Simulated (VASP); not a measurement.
Calculation: LDA (Ceperley-Alder, Perdew-Zunger), VASP's LDA PAW potentials (set 64) (plane waves; VASP 6.6.1). Each cell was relaxed at this level, without spin-orbit coupling.

Question: Which of these comes out without a gap?
A. ZnO, P6_3mc (186)
B. La2O3, P-3m1 (164)
C. PbTe, Fm-3m (225)
D. Al, Fm-3m (225)

Answer: D, Al, Fm-3m (225). The others have gaps of 0.80 eV (ZnO, P6_3mc (186)), 0.56 eV (PbTe, Fm-3m (225)), 3.72 eV (La2O3, P-3m1 (164)).
